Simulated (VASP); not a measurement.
Energy against volume of NiSb (NiAs type). Computed with SCAN meta-GGA, VASP's PBE PAW potentials (set 64) (plane waves; VASP 6.6.1). Settings: 520 eV cut-off, 9×9×6 Γ-centred mesh, first-order Methfessel-Paxton smearing of 0.10 eV, potentials Ni Sb.

Shape and ions are relaxed at each volume.

```
V (Å³/atom)  E (eV/atom)
-----------  -----------
16.333         -26.99198
16.839         -26.99797
17.344         -26.99143
17.849         -26.97454
```

**Question.** Fit these four points and predict the energy of the run at 15.828 Å³/atom.

**Answer.** A cubic in V^(−2/3), the third-order Birch-Murnaghan form, passes through the four points with V0 = 16.81 Å³/atom and B0 = 133 GPa, and gives -26.9709 eV/atom there. The run gave -26.9715 eV/atom, -0.6 meV/atom from the fit; all five points give B0 = 131 GPa.

The compound is NiSb in the NiAs type structure. It was relaxed first. The run is not spin-polarised, so no magnetic state was tried.
